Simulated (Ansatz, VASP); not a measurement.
# SrTiO3 (Tausonite) in two plane-wave programs, part 2 of 2

Wanted: the spread between two codes on one cell, functional and k mesh.

VASP 6.6.1 and Ansatz 0.2.0.

So far. Step 2 (VASP: single point, PBEsol, DFT+U): The run ends at a pressure of 2.62 GPa.

### 3. Ansatz: single point, PBEsol, DFT+U

Level of this step: Ansatz beside VASP: Kohn-Sham DFT, plane waves, PBEsol, DFT+U (Ansatz).

Ansatz runs on its default PAW (the set named soft_2) files.

The same cell, functional, mesh and smearing now go to Ansatz, which takes its cutoff from its data sets.

File input.yaml:

```yaml
crystal:
  lattice:
    - [3.90528, 0.0, 0.0]
    - [0.0, 3.90528, 0.0]
    - [0.0, 0.0, 3.90528]
  atoms:
    - { symbol: Sr, position: [0.5, 0.5, 0.5] }
    - { symbol: Ti, position: [0.0, 0.0, 0.0], spin: 1.0 }
    - { symbol: O, position: [0.0, 0.0, 0.5] }
    - { symbol: O, position: [0.0, 0.5, 0.0] }
    - { symbol: O, position: [0.5, 0.0, 0.0] }
hamiltonian:
  xc: pbesol
  pseudopotentials: { kind: paw }
  hubbard: { sites: [{ species: Ti, l: d, u_eff: 4.0 }] }
magnetization:
  spin_polarized: true
kpoints:
  mp_grid: { grid: [6, 6, 6] }
scf:
  occupations: { method: gaussian, width: 0.05 }
  n_extra_bands: 7
output:
  forces: true
  stress: true
  eigenvalues: true
```

Started as:

```
$ ansatz run input.yaml --threads 2 --pin off --max-ram 4608MiB --backend cpu --events-out ev --progress --plain --runs-dir out
```

Numbers of over 12 decimals in the logs are rounded to 6 here.

What it wrote:

```text
Sr: projections on atomic orbitals take those of the free atom [Ar 3d10] 4s2 4p6 5s2, of charge +0.00 (hamiltonian.pseudopotentials.projection_atoms); the dataset's partial waves leave at most 2.8e-6 of an orbital's norm unspanned inside its sphere
Ti: projections on atomic orbitals take those of the free atom [Ne] 3s2 3p6 3d2 4s2, of charge +0.00 (hamiltonian.pseudopotentials.projection_atoms); the dataset's partial waves leave at most 4.1e-7 of an orbital's norm unspanned inside its sphere
O: projections on atomic orbitals take those of the free atom [He] 2s2 2p4, of charge +0.00 (hamiltonian.pseudopotentials.projection_atoms); the dataset's partial waves leave at most 1.9e-8 of an orbital's norm unspanned inside its sphere
scf.n_extra_bands = 7 over 20 filled bands (N_el = 40.0): the run solves 27 bands
Engine: ansatz 0.2.0, aarch64-unknown-linux-gnu
Pseudopotentials: kind: paw
Pseudopotential: Sr, paw, valence charge 10, recommended cutoff 420 eV (normal), Sr.paw.azcp
Pseudopotential: Ti, paw, valence charge 12, recommended cutoff 420 eV (normal), Ti.paw.azcp
Pseudopotential: O, paw, valence charge 6, recommended cutoff 420 eV (normal), O.paw.azcp
Functional definition: PBEsol
  exchange = pbesol_x
  correlation = pbesol_c
Crystal: 5 atoms, lattice volume = 59.560 Å³
Basis set: ecut = 420 eV, 1189 PW (Γ), exchange–correlation on 54×54×54 points (8 copies of the dense FFT grid, shifted against one another)
Bands: 27, of which v1, the nominal top of the filled ones, is band 20 counted from 1 (19 counted from 0)
Symmetry: 48 space group operations
Space group: Pm-3m (ITA 221), of the structure as read, at distance tolerance 3.9e-5 Å
Magnetic group: BNS 221.92 (UNI 1594), of the structure as read, at distance tolerance 3.9e-5 Å
k-points: 20 of 216
Non-local potential: Sr, projectors of the file, l = 0: 3, l = 1: 2, l = 2: 2
Non-local potential: Ti, projectors of the file, l = 0: 3, l = 1: 2, l = 2: 3, l = 3: 1
Non-local potential: O, projectors of the file, l = 0: 2, l = 1: 2, l = 2: 1
PAW form: soft (Blöchl's): semilocal exchange-correlation on the pseudo side does not see the compensation charge
PAW frozen core: Sr, regenerated for the run's functional, and the local potential with it (the file was generated under x = pbe(κ = 0.804, μ = 0.219515), c = pbe(β = 0.066725))
PAW frozen core: Ti, regenerated for the run's functional, and the local potential with it (the file was generated under x = pbe(κ = 0.804, μ = 0.219515), c = pbe(β = 0.066725))
PAW frozen core: O, regenerated for the run's functional, and the local potential with it (the file was generated under x = pbe(κ = 0.804, μ = 0.219515), c = pbe(β = 0.066725))
PAW one-centre angular grid: Sr, 110 points (default); XC on 64 Gauss nodes
PAW one-centre angular grid: Ti, 590 points (default); XC on 64 Gauss nodes
PAW one-centre angular grid: O, 110 points (default); XC on 64 Gauss nodes
Initial density: superposition of atomic densities (chi_scale 0.1, normalization cell, long waves kept (reshape's long-wave potential 0.00 eV rms))
Starting moments: Σ|m| = 1 μB on 1 of 5 sites
Initial wavefunctions: pseudopotential atomic-orbital guess
Functional: x = pbesol(κ = 0.804, μ = 0.123457), c = pbesol(β = 0.046)
SCF iter   1: F=—  HF=-7653.901353 eV  |F-HF|=—  |Δ(HF+E_count)|=         —  Δρ=5.36e-2 (↑5.36e-2 ↓2.95e-2)  dr2=2.38e0  dr2_m=5.33e-1  M=0.000 μB ∫|m|=0.356 μB  β_m=0.30  ethr=3.10e-3  ⟨swp⟩=6.8  Hψ=5519  notcnv=0
preconditioner: auto → Resta (q_TF=auto, 2.553 Å⁻¹)  ε∞=4.6  [insulator: Δε(μ)=2.449 eV  Ē_g=13.882 eV  σ=0.050 eV  W_gap=1.00  n_scr=18 (ndim 8)  ℏωp=26.4 eV  f_vac=0.000  D(μ)=0.00/eV (n_scr^D=0)  ε∞_Penn≈4.6]
spin=Collinear: Resta preconditioning applied to the charge; magnetization (m = ρ↑ − ρ↓) channel mixes plain (no charge-response kernel on spin).
SCF iter   2: F=—  HF=-7653.708504 eV  |F-HF|=—  |Δ(HF+E_count)|=   1.93e-1  Δρ=3.49e-2 (↑3.49e-2 ↓2.38e-2)  dr2=9.47e-1  dr2_m=2.69e-1  M=0.000 μB ∫|m|=0.332 μB  β_m=0.30  ethr=3.10e-3  ⟨swp⟩=2.2  Hψ=1615  notcnv=0  defer=85
SCF iter   3: F=—  HF=-7653.611966 eV  |F-HF|=—  |Δ(HF+E_count)|=   9.65e-2  Δρ=1.99e-2 (↑1.56e-2 ↓1.99e-2)  dr2=1.31e-1  dr2_m=1.34e-1  M=0.000 μB ∫|m|=0.316 μB  β_m=0.30  ethr=2.37e-3  ⟨swp⟩=3.0  Hψ=2192  notcnv=0  defer=99
SCF iter   4: F=—  HF=-7653.651846 eV  |F-HF|=—  |Δ(HF+E_count)|=   3.99e-2  Δρ=1.31e-2 (↑1.23e-2 ↓1.31e-2)  dr2=2.82e-2  dr2_m=7.93e-2  M=0.000 μB ∫|m|=0.254 μB  β_m=0.30  ethr=3.27e-4  ⟨swp⟩=2.7  Hψ=1962  notcnv=0  defer=103
SCF iter   5: F=—  HF=-7653.686659 eV  |F-HF|=—  |Δ(HF+E_count)|=   3.48e-2  Δρ=1.13e-2 (↑7.30e-3 ↓1.13e-2)  dr2=1.98e-2  dr2_m=4.47e-2  M=0.000 μB ∫|m|=0.218 μB  β_m=0.30  ethr=7.04e-5  ⟨swp⟩=2.4  Hψ=1832  notcnv=0  defer=103
SCF iter   6: F=—  HF=-7653.702243 eV  |F-HF|=—  |Δ(HF+E_count)|=   1.56e-2  Δρ=7.73e-3 (↑7.73e-3 ↓6.61e-3)  dr2=1.17e-3  dr2_m=2.77e-2  M=0.000 μB ∫|m|=0.175 μB  β_m=0.30  ethr=4.96e-5  ⟨swp⟩=2.2  Hψ=1968  notcnv=0  defer=105
SCF iter   7: F=—  HF=-7653.712789 eV  |F-HF|=—  |Δ(HF+E_count)|=   1.05e-2  Δρ=6.07e-3 (↑4.94e-3 ↓6.07e-3)  dr2=1.09e-3  dr2_m=1.65e-2  M=0.000 μB ∫|m|=0.147 μB  β_m=0.30  ethr=2.93e-6  ⟨swp⟩=2.1  Hψ=1985  notcnv=0  defer=106
Mixer restart at iter 7: flushing history
spin-set hold released at iteration 7 (site moments contracting): the magnetisation degrees of freedom join the quasi-Newton model from the next iteration; the mixer history was flushed
SCF iter   8: F=—  HF=-7653.718874 eV  |F-HF|=—  |Δ(HF+E_count)|=   6.09e-3  Δρ=4.53e-3 (↑4.16e-3 ↓4.53e-3)  dr2=1.70e-4  dr2_m=1.03e-2  M=0.000 μB ∫|m|=0.122 μB  β_m=0.65  ethr=2.74e-6  ⟨swp⟩=1.9  Hψ=1470  notcnv=0  defer=106
SCF iter   9: F=—  HF=-7653.729461 eV  |F-HF|=—  |Δ(HF+E_count)|=   1.06e-2  Δρ=1.85e-3 (↑2.46e-4 ↓1.85e-3)  dr2=2.07e-3  dr2_m=4.25e-4  M=0.000 μB ∫|m|=0.031 μB  β_m=0.59  ethr=4.25e-7  ⟨swp⟩=3.0  Hψ=2119  notcnv=0  defer=106
SCF iter  10: F=—  HF=-7653.729314 eV  |F-HF|=—  |Δ(HF+E_count)|=   1.46e-4  Δρ=6.95e-4 (↑6.95e-4 ↓4.55e-4)  dr2=5.75e-5  dr2_m=1.75e-4  M=0.000 μB ∫|m|=0.017 μB  β_m=0.80  ethr=4.25e-7  ⟨swp⟩=2.6  Hψ=2078  notcnv=0  defer=106
SCF iter  11: F=—  HF=-7653.729433 eV  |F-HF|=—  |Δ(HF+E_count)|=   1.18e-4  Δρ=1.72e-4 (↑1.14e-4 ↓1.72e-4)  dr2=4.93e-6  dr2_m=9.92e-6  M=0.000 μB ∫|m|=0.004 μB  β_m=0.82  ethr=1.44e-7  ⟨swp⟩=2.2  Hψ=1729  notcnv=0  defer=106
SCF iter  12: F=—  HF=-7653.729439 eV  |F-HF|=—  |Δ(HF+E_count)|=   6.01e-6  Δρ=2.80e-5 (↑2.80e-5 ↓1.71e-5)  dr2=3.36e-7  dr2_m=1.69e-7  M=0.000 μB ∫|m|=0.001 μB  β_m=0.76  ethr=1.23e-8  ⟨swp⟩=2.4  Hψ=1771  notcnv=0  defer=106
iter 13 did not close the SCF: its close was put off for a magnetic moment that had not settled (scf_convergence_deferred on its scf_iter line)
SCF iter  13: F=-7653.729439 eV  HF=-7653.729439 eV  |F-HF|=2.09e-9  |Δ(HF+E_count)|=   2.52e-8  Δρ=5.70e-6 (↑3.88e-6 ↓5.70e-6)  dr2=1.93e-8  dr2_m=8.23e-9  M=0.000 μB ∫|m|=0.000 μB  β_m=0.88  ethr=2.50e-10  ⟨swp⟩=11.4  Hψ=5172  notcnv=0
iter 14 did not close the SCF: its close was put off for a magnetic moment that had not settled (scf_convergence_deferred on its scf_iter line)
SCF iter  14: F=-7653.729439 eV  HF=-7653.729439 eV  |F-HF|=1.14e-10  |Δ(HF+E_count)|=   9.97e-9  Δρ=4.68e-7 (↑4.68e-7 ↓3.51e-7)  dr2=4.96e-11  dr2_m=7.76e-11  M=0.000 μB ∫|m|=0.000 μB  β_m=0.94  ethr=4.83e-11  ⟨swp⟩=1.9  Hψ=3354  notcnv=0
SCF iter  15: F=-7653.729439 eV  HF=-7653.729439 eV  |F-HF|=3.46e-11  |Δ(HF+E_count)|=  1.64e-10  Δρ=1.44e-7 (↑1.44e-7 ↓1.26e-7)  dr2=4.20e-11  dr2_m=1.31e-12  M=0.000 μB ∫|m|=0.000 μB  ethr=1.00e-12  ⟨swp⟩=1.0  Hψ=2410  notcnv=0
SCF 1 converged in 15 iterations: F = -7653.729439 eV  dr2 = 4.20e-11
  greatest PAW one-centre occupation: 0.999 electrons in one spin orbital (limit 2), on the Ti atom at site 1 (counted from 0), in its partial waves of l = 0
WARN: the starting moments were not kept: the SCF closed with an absolute magnetisation of 8.9e-7 μB, where they sum to 1 μB in size (1 site). That is at most 0.1 of that sum. Measured as dr2_m measures the in/out step, that magnetisation stands 1.5e-13 eV from none, at or under the dr2_threshold of 1.0e-7 eV: it is no larger than a step whose dr2_m would equal this threshold. The system may hold no moment; this SCF  [...]
SCF converged after 15 iterations
Magnetization: 0.0000 μB (20.0000 up, 20.0000 down)
Absolute magnetization: 0.0000 μB (∫|ρ↑−ρ↓|, with the PAW one-centre terms)
Spin contamination: 0.0000 ħ² per cell (⟨S²⟩ above its minimum at these occupations)
Per-site moments (μB) at R_I (Å): [(5.06039477436631e-8, 1.139098), (-2.5858903714470655e-8, 0.805464), (-6.255105302066294e-8, 0.805464), (-6.255105324666633e-8, 0.805464), (-6.255105323640362e-8, 0.805464)]
Free energy (F): -7653.729439 eV
Harris-Foulkes:  -7653.729439 eV  (|F-HF|=3.46e-11)
Internal energy: -7653.729439 eV  (E = F + TS)
E sigma→0 (E₀):  -7653.729439 eV
Fermi energy:    11.180659 eV
--- Per-component energies (eV) ---
  E_band       = -210.442223
  E_kinetic    = 1044.996158
  E_local      = -2374.788442  (includes V_loc(G=0)·N_el)
  E_nonlocal   = 349.995614
  E_hartree    = 824.717627
  E_xc         = -491.017619
  E_vxc        = -568.991171  (∫ρ·V_xc dr)
  E_hubbard    = 3.400547  (on-site DFT+U / exact-exchange correction)
  E_vhub       = 2.335177  (the Hubbard potential's part of the band-sum identity)
  E_paw        = -4120.325551  (= ΣΔE_a)
  E_vpaw       = -313.432507  (= ΣTr[D̂ρ^β])
  E_aug_tail   = 0.007573  (compensation charges beyond the density's cutoff)
  E_ewald      = -2891.094941
  E_core_change = 0.379595  (= ΣΔE_core)
  E_smearing   = -0.000000  (= −TS)
  E_closure    = 0.000000  (closes the sum)
  Σ components = -7653.729439   (vs F -7653.729439, Δ=0.00e0)
--- Forces (eV/Å), atoms counted from 1 ---
  atom   1  Sr     0.00000000     0.00000000     0.00000000
  atom   2  Ti    -0.00000000     0.00000000     0.00000000
  atom   3  O      0.00000000     0.00000000     0.00000000
  atom   4  O      0.00000000    -0.00000000     0.00000000
  atom   5  O     -0.00000000    -0.00000000    -0.00000000
  max |Σ_I F_I| component: 1.24e-29 eV/Å
--- Stress (GPa, compression-positive) ---
       -0.444319      -0.000000      -0.000000
        0.000000      -0.444319       0.000000
        0.000000      -0.000000      -0.444319
  P = ⅓ Tr σ = -0.4443 GPa (-4.443 kbar)
--- Band table (eV; the first three rows and the last of 40) ---
  k-point 0 ↑: bands = [... 16 lower, 8.8172, 9.6110, 9.6110, 9.6110, 12.3362, 12.3362, 12.3362, 14.1317, ... 3 higher]
  k-point 1 ↑: bands = [... 16 lower, 8.5779, 8.8578, 9.4685, 9.4685, 12.3742, 12.8337, 12.8337, 14.1551, ... 3 higher]
  k-point 2 ↑: bands = [... 16 lower, 8.0155, 8.1612, 9.2866, 9.2866, 12.4532, 13.6817, 13.6817, 14.1808, ... 3 higher]
  k-point 19 ↓: bands = [... 16 lower, 6.4171, 10.0251, 10.0251, 10.0251, 14.6356, 14.6356, 14.6356, 16.8217, ... 3 higher]
Occupation matrices written to <dir>
```

Wall time 8 s (2 threads of Arm Neoverse N1, shared host); peak memory 0.39 GiB; 15 s of CPU time.

Reading the cycles: dr2 is the Hartree energy of the density residual (eV), the measure of convergence; HF is the Harris–Foulkes estimate of the energy, which meets the free energy F at convergence.

The run ends at a pressure of -0.44 GPa.

### 4. Differences

Known differences besides the potentials themselves: U acts on the PAW sphere in VASP and on atomic orbitals in Ansatz, so only states and trends compare; the cutoff is 420 eV in Ansatz and 520 eV in VASP; Ansatz makes its cores anew for this functional, VASP keeps those of its PBE data sets. Total energies have different zeros and are not compared.

The two programs side by side:

| quantity | Ansatz | VASP | difference |
| --- | --- | --- | --- |
| pressure (GPa) | -0.44 | 2.62 | -3.07 |
| pressure without Ansatz's Pulay correction (GPa) | -1.07 | 2.62 | -3.69 |
| gap on the k mesh (eV) | 2.311 | 2.317 | -0.006 |

A gap on the mesh is an upper bound, since the band edges may lie between its points. Ansatz's pressure holds a Pulay correction of 0.62 GPa; VASP's holds none.

### 5. What came out

```json
{
 "difference in gap on the k mesh (single point, PBEsol, DFT+U)": "-0.0064 eV",
 "difference in pressure (single point, PBEsol, DFT+U)": "-3.1 GPa"
}
```

In words: The difference in pressure is -3.1 GPa (single point, PBEsol, DFT+U). 1 further run of this series is not shown here. How closely two codes agree says nothing of how well the functional describes the real material.

[Lines on the potential files, build, host, timing and source positions are cut from VASP's logs without a mark.]

[Logs are printed without paths, hosts, clocks, repeated set-up lines and the standing remarks that a program may print on its own settings, such as how far it seeks lower states.]

[Hosts, paths, dates, database ids (printed as entryN), source tags and the programs' standing remarks are cut or masked in the printed files.]
